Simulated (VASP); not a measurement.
# Be3CdO4 (P-4m2) in VASP: notebook

One crystal, Be3CdO4, is run at these levels: PBE; tasks: single point, relaxation of cell and atoms.

Everything below comes from runs of VASP 6.6.1. Logs are shortened: lines on timing, memory, paths and dates and some standing lists are left out, and cuts for length are marked.

## Step 1: Starting point

Symmetry: P-4m2, No. 115, tetragonal system. The conventional cell has a = 2.861 Å, b = 2.861 Å, c = 8.720 Å, α = 90.00°, β = 90.00°, γ = 90.00°. Around Be (site symmetry 2mm) lie 4 O at 1.68 to 1.70 Å. Be (site symmetry -4m2) is surrounded by 4 O at 1.69 Å. Cd (site symmetry -4m2) is surrounded by 4 O at 2.19 Å. O (site symmetry 2mm) has 4 Be at 1.69 to 1.70 Å as nearest neighbours. Around O (site symmetry 2mm) lie 2 Be at 1.68 Å.

The cell was built by a generator and needn't be a form met in nature.

## Step 2: Single point, PBE

File INCAR:

```
PREC     = Normal         # precision mode
ENCUT    = 520            # plane-wave cutoff, eV
EDIFF    = 1E-5           # SCF threshold, eV
ISMEAR   = 0              # smearing method
SIGMA    = 0.05           # smearing width, eV
LREAL    = Auto         
LASPH    = True           # aspherical terms in the spheres
NELM     = 80             # most SCF steps
ALGO     = Fast           # electronic algorithm
ISIF     = 2              # what is computed and relaxed
LWAVE    = False          # write WAVECAR
LCHARG   = False          # write CHGCAR
GGA      = PE             # functional
NBANDS   = 31             # bands
```

File KPOINTS:

```
regular mesh
0
Gamma
  6 6 2
```

File POSCAR:

```
Be3CdO4
1.0
    2.8606800000      0.0000000000      0.0000000000
    0.0000000000      2.8606800000      0.0000000000
    0.0000000000      0.0000000000      8.7196100000
Be Cd O
3 1 4
Direct
    0.5000000000      0.5000000000      0.7085500000
    0.0000000000      0.0000000000      0.5000000000
    0.5000000000      0.5000000000      0.2914500000
    0.0000000000      0.0000000000      0.0000000000
    0.0000000000      0.5000000000      0.6038520000
    0.5000000000      0.0000000000      0.8096300000
    0.5000000000      0.0000000000      0.3961480000
    0.0000000000      0.5000000000      0.1903700000
```

Potentials or basis: VASP PAW PBE potentials, release 64 (Be, Cd, O).

Launch:

```
> cat potpaw_PBE.64/Be/POTCAR potpaw_PBE.64/Cd/POTCAR potpaw_PBE.64/O/POTCAR > POTCAR
> mpirun -np 1 vasp_std > vasp.out
```

OUTCAR:

```text
PREC = Normal
   ENCUT = 520
   EDIFF = 1E-5
   ISMEAR = 0
   LREAL = Auto
   LASPH = True
   NELM = 80
   ISIF = 2
   GGA = PE

 ion  position               nearest neighbor table
   1  0.500  0.500  0.709-   6 1.68   6 1.68   5 1.70   5 1.70
   2  0.000  0.000  0.500-   5 1.69   7 1.69   5 1.69   7 1.69
   3  0.500  0.500  0.291-   8 1.68   8 1.68   7 1.70   7 1.70
   4  0.000  0.000  0.000-   6 2.19   8 2.19   8 2.19   6 2.19
   5  0.000  0.500  0.604-   2 1.69   2 1.69   1 1.70   1 1.70
   6  0.500  0.000  0.810-   1 1.68   1 1.68   4 2.19   4 2.19
   7  0.500  0.000  0.396-   2 1.69   2 1.69   3 1.70   3 1.70
   8  0.000  0.500  0.190-   3 1.68   3 1.68   4 2.19   4 2.19

  LATTYP: Found a simple tetragonal cell.
 ALAT       =     2.8606800000
 C/A-ratio  =     3.0480899646

  Lattice vectors:

 A1 = (   2.8606800000,   0.0000000000,   0.0000000000)
 A2 = (   0.0000000000,   2.8606800000,   0.0000000000)
 A3 = (   0.0000000000,   0.0000000000,   8.7196100000)

Analysis of symmetry for initial positions (statically):
=====================================================================
 Subroutine PRICEL returns:
 Original cell was already a primitive cell.

 Routine SETGRP: Setting up the symmetry group for a
 simple tetragonal supercell.

 Subroutine GETGRP returns: Found  8 space group operations
 (whereof  8 operations were pure point group operations)
 out of a pool of 16 trial point group operations.

The static configuration has the point symmetry D_2d.

Analysis of symmetry for dynamics (positions and initial velocities):
=====================================================================
 Subroutine PRICEL returns:
 Original cell was already a primitive cell.

 Routine SETGRP: Setting up the symmetry group for a
 simple tetragonal supercell.

 Subroutine GETGRP returns: Found  8 space group operations
 (whereof  8 operations were pure point group operations)
 out of a pool of 16 trial point group operations.

The dynamic configuration has the point symmetry D_2d.

 Subroutine INISYM returns: Found  8 space group operations
 (whereof  8 operations are pure point group operations),
 and found     1 'primitive' translations

----------------------------------------------------------------------------------------

                                     Primitive cell

  volume of cell :      71.3568

  direct lattice vectors                    reciprocal lattice vectors
     2.860680000  0.000000000  0.000000000     0.349567236  0.000000000  0.000000000
     0.000000000  2.860680000  0.000000000     0.000000000  0.349567236  0.000000000
     0.000000000  0.000000000  8.719610000     0.000000000  0.000000000  0.114684028

  length of vectors
     2.860680000  2.860680000  8.719610000     0.349567236  0.349567236  0.114684028

  position of ions in fractional coordinates (direct lattice)
     0.500000000  0.500000000  0.708550000
     0.000000000  0.000000000  0.500000000
     0.500000000  0.500000000  0.291450000
     0.000000000  0.000000000  0.000000000
     0.000000000  0.500000000  0.603852000
     0.500000000  0.000000000  0.809630000
     0.500000000  0.000000000  0.396148000
     0.000000000  0.500000000  0.190370000

  ion indices of the primitive-cell ions
   primitive index   ion index
                 1           1
                 2           2
                 3           3
                 4           4
                 5           5
                 6           6
                 7           7
                 8           8

----------------------------------------------------------------------------------------

 KPOINTS: regular mesh

Automatic generation of k-mesh.
 Grid dimensions read from file:
 generate k-points for:    6    6    2

 Generating k-lattice:

  Cartesian coordinates                     Fractional coordinates (reciprocal lattice)
     0.058261206  0.000000000  0.000000000     0.166666667  0.000000000  0.000000000
     0.000000000  0.058261206  0.000000000     0.000000000  0.166666667  0.000000000
[... 57 lines left out ...]
     31      17.5623      0.00000

 k-point     3 :       0.3333    0.0000    0.0000
  band No.  band energies     occupation
      1     -14.8088      2.00000
      2     -14.4305      2.00000
      3     -14.1100      2.00000
      4     -13.7581      2.00000
      5      -5.3889      2.00000
      6      -4.8055      2.00000
[... 23 lines left out ...]
     30      16.1382      0.00000
     31      17.0996      0.00000

 k-point     4 :       0.5000    0.0000    0.0000
  band No.  band energies     occupation
      1     -14.2084      2.00000
      2     -14.2020      2.00000
      3     -14.1397      2.00000
      4     -14.1273      2.00000
      5      -5.3306      2.00000
      6      -4.9216      2.00000
[... 23 lines left out ...]
     30      15.8523      0.00000
     31      17.0502      0.00000

 k-point     5 :       0.1667    0.1667    0.0000
  band No.  band energies     occupation
      1     -15.1369      2.00000
      2     -14.6261      2.00000
      3     -14.1746      2.00000
      4     -13.6078      2.00000
      5      -5.2921      2.00000
      6      -4.7394      2.00000
[... 23 lines left out ...]
     30      17.2531      0.00000
     31      17.5362      0.00000
[... 406 lines left out ...]
     30      15.6896      0.00000
     31      17.9329      0.00000

 k-point    18 :       0.3333    0.3333    0.5000
  band No.  band energies     occupation
      1     -14.2738      2.00000
      2     -14.0966      2.00000
      3     -13.8529      2.00000
      4     -13.7251      2.00000
      5      -5.1067      2.00000
      6      -4.7173      2.00000
[... 23 lines left out ...]
     30      16.4787      0.00000
     31      18.2922      0.00000

 k-point    19 :       0.5000    0.3333    0.5000
  band No.  band energies     occupation
      1     -13.9190      2.00000
      2     -13.9156      2.00000
      3     -13.8526      2.00000
      4     -13.8519      2.00000
      5      -5.3214      2.00000
      6      -4.6782      2.00000
[... 23 lines left out ...]
     30      17.0921      0.00000
     31      18.8757      0.00000

 k-point    20 :       0.5000    0.5000    0.5000
  band No.  band energies     occupation
      1     -13.8163      2.00000
      2     -13.8163      2.00000
      3     -13.7508      2.00000
      4     -13.7508      2.00000
      5      -5.5536      2.00000
      6      -4.6014      2.00000
[... 23 lines left out ...]
     30      17.8909      0.00000
     31      18.5024      0.00000

------------------------ aborting loop because EDIFF is reached ----------------------------------------

  FORCE on cell =-STRESS in cart. coord.  units (eV):
  Direction    XX          YY          ZZ          XY          YZ          ZX
  --------------------------------------------------------------------------------------
  -------------------------------------------------------------------------------------
  Total        0.0260359      0.0260359     -0.0075305      0.0000000      0.0000000      0.0000000
  in kB        0.5845848      0.5845848     -0.1690825      0.0000000      0.0000000      0.0000000
  external PRESSURE =       0.3333623 kB  Pullay stress =       0.0000000 kB

 VOLUME and BASIS-vectors are now :
 -----------------------------------------------------------------------------
  energy-cutoff  :      520.00
  volume of cell :       71.36
      direct lattice vectors                 reciprocal lattice vectors
     2.860680000  0.000000000  0.000000000     0.349567236  0.000000000  0.000000000
     0.000000000  2.860680000  0.000000000     0.000000000  0.349567236  0.000000000
     0.000000000  0.000000000  8.719610000     0.000000000  0.000000000  0.114684028

 POSITION                                       TOTAL-FORCE (eV/Angst)
 -----------------------------------------------------------------------------------
      1.43034      1.43034      6.17828        -0.000000      0.000000      0.003497
      0.00000      0.00000      4.35980        -0.000000      0.000000     -0.000000
      1.43034      1.43034      2.54133        -0.000000      0.000000     -0.003497
      0.00000      0.00000      0.00000        -0.000000      0.000000     -0.000000
      0.00000      1.43034      5.26535         0.000000      0.000000     -0.010824
      1.43034      0.00000      7.05966         0.000000     -0.000000     -0.005302
      1.43034      0.00000      3.45426        -0.000000      0.000000      0.010824
      0.00000      1.43034      1.65995        -0.000000      0.000000      0.005302
 -----------------------------------------------------------------------------------
    total drift:                                0.000000     -0.000000      0.000000

  FREE ENERGIE OF THE ION-ELECTRON SYSTEM (eV)
  ---------------------------------------------------
  free  energy   TOTEN  =       -49.1370406644 eV

  energy  without entropy=      -49.1370406644  energy(sigma->0) =      -49.13704066
```

Wall time 16 s (1 thread of Intel Xeon Platinum 8488C (Sapphire Rapids), shared host); peak memory 0.15 GiB.

Results:

| Quantity | Value |
| --- | --- |
| Free energy | -49.1370 eV |
| Pressure | 0.0 GPa |
| Largest force | 0.011 eV/Å |
| Band gap on the k mesh | 1.76 eV, direct |

Forces on the atoms (eV/Å):
```
Be   0.000  0.000  0.003
Be   0.000  0.000  0.000
Be   0.000  0.000 -0.003
Cd   0.000  0.000  0.000
O    0.000  0.000 -0.011
O    0.000  0.000 -0.005
O    0.000  0.000  0.011
O    0.000  0.000  0.005
```

Levels at points of the mesh, in eV from the valence-band top:
```
           k point  band 19  band 20  band 21  band 22  band 23  band 24
(0.00, 0.00, 0.00)    -0.88     0.00     0.00     1.76     6.30     7.17
(0.50, 0.00, 0.00)    -1.06    -1.02    -0.06     4.00     4.92    10.43
(0.50, 0.50, 0.00)    -2.23    -2.01    -1.96     5.47     5.47     8.86
(0.00, 0.00, 0.50)    -1.07    -0.07    -0.07     2.16     6.14     6.67
(0.50, 0.00, 0.50)    -1.49    -1.40    -0.06     4.02     4.94    10.41
(0.50, 0.50, 0.50)    -2.43    -2.33    -1.75     5.90     5.90     7.91
```

## Step 3: Single point, PBE

This run uses another cell than the first one: it holds 16 atoms, not 8.

INCAR, as its differences from that of step 2:

```diff
@@ -13,2 +13,2 @@
 GGA      = PE             # functional
-NBANDS   = 31             # bands
+NBANDS   = 56             # bands
```

File KPOINTS:

```
regular mesh
0
Gamma
  3 4 4
```

File POSCAR:

```
Be3CdO4
1.0
    5.9758400000      0.0000000000      0.0000000000
    0.0000000000      5.0943100000      0.0000000000
    0.0000000000      0.0000000000      4.7293400000
Be Cd O
6 2 8
Direct
    0.2562220000      0.1506500000      0.5041190000
    0.7437780000      0.1506500000      0.5041190000
    0.0000000000      0.7071580000      0.5021040000
    0.7562220000      0.8493500000      0.0041190000
    0.2437780000      0.8493500000      0.0041190000
    0.5000000000      0.2928420000      0.0021040000
    0.5000000000      0.6560770000      0.5001590000
    0.0000000000      0.3439230000      0.0001590000
    0.2069370000      0.8672540000      0.3502730000
    0.7930630000      0.8672540000      0.3502730000
    0.5000000000      0.2509210000      0.3533200000
    0.0000000000      0.3600860000      0.4605760000
    0.7069370000      0.1327460000      0.8502730000
    0.2930630000      0.1327460000      0.8502730000
    0.0000000000      0.7490790000      0.8533200000
    0.5000000000      0.6399140000      0.9605760000
```

Potentials or basis: VASP PAW PBE potentials, release 64 (Be, Cd, O).

Launch:

```
> cat potpaw_PBE.64/Be/POTCAR potpaw_PBE.64/Cd/POTCAR potpaw_PBE.64/O/POTCAR > POTCAR
> mpirun -np 1 vasp_std > vasp.out
```

Run time: 93 s. Hardware: 1 thread of Intel Xeon Platinum 8488C (Sapphire Rapids), shared host; peak memory 0.22 GiB.

It converged, with:

* Free energy: -98.6808 eV
* Pressure: 0.0 GPa
* Largest force: 0.012 eV/Å
* Band gap on the k mesh: 2.73 eV, indirect (least direct gap 2.98 eV)

Forces in eV/Å, atoms in the order of the input:
```
Be  -0.003 -0.004  0.000
Be   0.003 -0.004  0.000
Be   0.000  0.003 -0.002
Be  -0.003  0.004  0.000
Be   0.003  0.004  0.000
Be   0.000 -0.003 -0.002
Cd   0.000 -0.006 -0.004
Cd   0.000  0.006 -0.004
O    0.001 -0.001  0.003
O   -0.001 -0.001  0.003
O    0.000 -0.012 -0.002
O    0.000  0.000  0.002
O    0.001  0.001  0.003
O   -0.001  0.001  0.003
O    0.000  0.012 -0.002
O    0.000  0.000  0.002
```

Stress tensor (GPa, compression positive):
```
0.09 0.00 0.00
0.00 0.00 0.00
0.00 0.00 0.01
```

Levels at points of the mesh, in eV from the valence-band top:
```
           k point  band 38  band 39  band 40  band 41  band 42  band 43  band 44  band 45  band 46  band 47
(0.00, 0.00, 0.00)    -1.13    -0.82    -0.64    -0.29    -0.26     2.73     5.55     7.67     7.71     7.96
(0.00, 0.50, 0.00)    -1.20    -0.93    -0.79    -0.37    -0.27     4.38     4.89     7.49     7.65     8.13
(0.00, 0.00, 0.50)    -1.01    -0.49    -0.49    -0.37    -0.37     4.97     4.97     7.42     7.42     7.67
(0.00, 0.50, 0.50)    -1.49    -0.52    -0.52    -0.33    -0.33     5.46     5.46     7.08     7.08     7.35
```

Caveat: an odd mesh through Γ misses points on the zone boundary, where band edges often lie.

## Step 4: Relaxation of cell and atoms, PBE

This run uses another cell than the first one, of 8.99 Å³/atom, 1.007 times its volume.

INCAR, as its differences from that of step 3:

```diff
@@ -9,3 +9,3 @@
 ALGO     = Fast           # electronic algorithm
-ISIF     = 2              # what is computed and relaxed
+ISIF     = 3              # what is computed and relaxed
 LWAVE    = False          # write WAVECAR
@@ -13,2 +13,5 @@
 GGA      = PE             # functional
-NBANDS   = 56             # bands
+IBRION   = 2              # ionic algorithm
+NSW      = 110            # ionic steps
+EDIFFG   = -0.03          # ionic threshold
+ISYM     = 0
```

File KPOINTS:

```
regular mesh
0
Gamma
  6 6 2
```

File POSCAR:

```
Be3CdO4
1.0
    2.9044796600      0.0498425600      0.0046491700
    0.0498425600      2.8473416500     -0.0289396500
    0.0141710900     -0.0882106500      8.6962450300
Be Cd O
3 1 4
Direct
    0.5110880100      0.4997575400      0.7139648400
    0.9998060800      0.9938600800      0.5031406900
    0.5114916100      0.5029028000      0.2759534700
    0.9978273200      0.0051776900      0.9871007600
    0.9785341800      0.4801782700      0.6061467000
    0.5561779000      0.9968790900      0.7881348700
    0.4932074500      0.9283593000      0.3876337600
    0.9988766100      0.5212628000      0.1892533800
```

Launch:

```
> cat potpaw_PBE.64/Be/POTCAR potpaw_PBE.64/Cd/POTCAR potpaw_PBE.64/O/POTCAR > POTCAR
> mpirun -np 1 vasp_std > vasp.out
```

Wall time 2.9 min (1 thread of Intel Xeon Platinum 8488C (Sapphire Rapids), shared host); peak memory 0.17 GiB.

Results (log left out):

```yaml
Free_energy: -49.1377 eV
Relaxed_volume: 8.92 Å³/atom
Relaxed_cell: a = 2.861 Å, b = 2.862 Å, c = 8.714 Å, α = 89.86°, β = 90.16°, γ = 90.02°
Space_group_after_relaxing_to_0.05_Å: C2 (No. 5)
Energy_gained_by_relaxing: 119.4 meV/atom
Ionic_steps: 16
Pressure_after_relaxing: 0.0 GPa
Largest_force_after_relaxing: 0.014 eV/Å
Band_gap_on_the_k_mesh: 1.76 eV, direct
```

Forces on the atoms (eV/Å):
```
Be   0.003  0.003 -0.001
Be  -0.002 -0.003  0.000
Be   0.011  0.005 -0.005
Cd  -0.006 -0.004  0.000
O   -0.002  0.000 -0.011
O   -0.004  0.005  0.006
O   -0.002 -0.005  0.013
O    0.002 -0.001 -0.003
```

The path:
| step | energy change (eV) | largest force (eV/Å) | pressure (GPa) | volume (Å³) |
| --- | --- | --- | --- | --- |
| 1 | 0.0000 | 3.0603 | 2.40 | 71.89 |
| 2 | -0.7944 | 0.8779 | -3.32 | 73.28 |
| 3 | -0.7947 | 0.8755 | -3.32 | 73.25 |
| 4 | -0.9117 | 0.5088 | 0.23 | 71.42 |
| 5 | -0.9194 | 0.5127 | 1.70 | 70.83 |
| 6 | -0.9443 | 0.3132 | -0.11 | 71.38 |
| 7 | -0.9445 | 0.2512 | 0.04 | 71.33 |
| 8 | -0.9515 | 0.1205 | -0.28 | 71.45 |
| 9 | -0.9521 | 0.1401 | -0.40 | 71.50 |
| 10 | -0.9541 | 0.0771 | 0.15 | 71.29 |
| 11 | -0.9541 | 0.0702 | 0.11 | 71.31 |
| 12 | -0.9548 | 0.0367 | 0.07 | 71.33 |
| 13 | -0.9549 | 0.0480 | 0.06 | 71.34 |
| 14 | -0.9551 | 0.0319 | -0.06 | 71.39 |
| 15 | -0.9551 | 0.0305 | -0.09 | 71.38 |
| 16 | -0.9552 | 0.0143 | 0.03 | 71.35 |

Final structure:
```yaml
crystal:
  lattice:
    - [2.86145, -0.00006, -0.00401]
    - [-0.00086, 2.86152, 0.00355]
    - [-0.01286, 0.01028, 8.71363]
  atoms:
    - { symbol: Be, position: [0.50691, 0.48828, 0.70252] }
    - { symbol: Be, position: [0.00498, 0.99031, 0.49398] }
    - { symbol: Be, position: [0.50256, 0.49149, 0.28540] }
    - { symbol: Cd, position: [0.01259, 0.99693, 0.99383] }
    - { symbol: O, position: [0.00571, 0.48954, 0.59791] }
    - { symbol: O, position: [0.50848, 0.98766, 0.80344] }
    - { symbol: O, position: [0.50400, 0.99091, 0.39002] }
    - { symbol: O, position: [0.00177, 0.49325, 0.18422] }
```

Levels at points of the mesh, in eV from the valence-band top:
| k point | band 17 | band 18 | band 19 | band 20 | band 21 | band 22 | band 23 | band 24 | band 25 | band 26 |
| --- | --- | --- | --- | --- | --- | --- | --- | --- | --- | --- |
| (0.00, 0.00, 0.00) | -1.28 | -1.27 | -0.88 | 0.00 | 0.00 | 1.76 | 6.30 | 7.17 | 7.43 | 9.43 |
| (0.50, 0.00, 0.00) | -1.68 | -1.67 | -1.06 | -1.02 | -0.06 | 4.01 | 4.92 | 10.42 | 10.87 | 10.88 |
| (0.00, 0.50, 0.00) | -1.68 | -1.67 | -1.06 | -1.02 | -0.07 | 4.01 | 4.92 | 10.42 | 10.87 | 10.88 |
| (0.50, 0.50, 0.00) | -2.72 | -2.23 | -2.23 | -2.01 | -1.95 | 5.47 | 5.47 | 8.86 | 8.87 | 9.30 |
| (0.00, 0.00, 0.50) | -1.62 | -1.08 | -1.08 | -0.08 | -0.07 | 2.16 | 6.14 | 6.67 | 7.53 | 9.99 |
| (0.50, 0.00, 0.50) | -1.68 | -1.67 | -1.49 | -1.40 | -0.06 | 4.03 | 4.95 | 10.40 | 10.64 | 10.98 |
| (0.00, 0.50, 0.50) | -1.68 | -1.67 | -1.49 | -1.40 | -0.07 | 4.03 | 4.95 | 10.40 | 10.65 | 10.98 |
| (0.50, 0.50, 0.50) | -2.66 | -2.44 | -2.43 | -2.32 | -1.75 | 5.90 | 5.90 | 7.91 | 7.91 | 9.32 |

## Step 5: The runs side by side

```tsv
task	cell	k mesh	gap on the mesh (eV)	pressure (GPa)	largest force (eV/Å)
single point	P-4m2, 8.92 Å³/atom	6 × 6 × 2	1.76	0.0	0.01
single point	Pmn2_1, 9.0 Å³/atom	3 × 4 × 4	2.73	0.0	0.01
relaxation of cell and atoms	relaxed	6 × 6 × 2	1.76	0.0	0.01
```

Alike in all rows: level PBE; potentials or basis VASP PAW PBE potentials, release 64 (Be, Cd, O); no spin polarisation; cutoff (eV) 520; smearing gaussian 0.05 eV.

Caveats: an odd mesh through Γ misses points on the zone boundary, where band edges often lie (some runs).

Total energies depend on the potentials used, so only differences within one code and one set of settings carry meaning.
